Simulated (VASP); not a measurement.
Consider the following.

```
PtS2
1.0
    1.75742    -3.04395     0.00000
    1.75742     3.04395     0.00000
    0.00000     0.00000     4.15124
Pt S
1 2
Direct
  0.00000   0.00000   0.00000
  0.33333   0.66667   0.28600
  0.66667   0.33333   0.71400
```

Level of theory: PBE GGA, VASP's PBE PAW potentials (set 64) (plane waves; VASP). Numerical set-up: 500 eV cut-off, 10×10×8 Γ-centred mesh, first-order Methfessel-Paxton smearing of 0.10 eV, potentials Pt S.

Energy and stress use the plane-wave basis of the starting cell. Without a dispersion term in the relaxation, distances and binding between the weakly bound layers, chains or molecules are unreliable, and so is what depends on them.

Question: The ions, cell shape and volume at an external pressure of 30.0 GPa are relaxed. Give the cell that the relaxation ends in.

Answer: 
```
PtS2
1.0
    1.73576    -3.00643     0.00000
    1.73576     3.00643     0.00000
    0.00000     0.00000     4.02833
Pt S
1 2
Direct
  0.00000   0.00000   0.00000
  0.33333   0.66667   0.29445
  0.66667   0.33333   0.70555
```
Space group P-3m1 (164), at a tolerance of 0.03 Å.

Question: How do energy and volume change from the first to the last step?

Answer: The energy (σ→0) changes by +122.2 meV/atom and the volume by -5.3 %, in 6 ionic steps.

The compound is PtS2 in the 1T layered structure. This run relaxes it under an external pressure of 30 GPa. Symmetry was kept, so distortions that lower it aren't found.
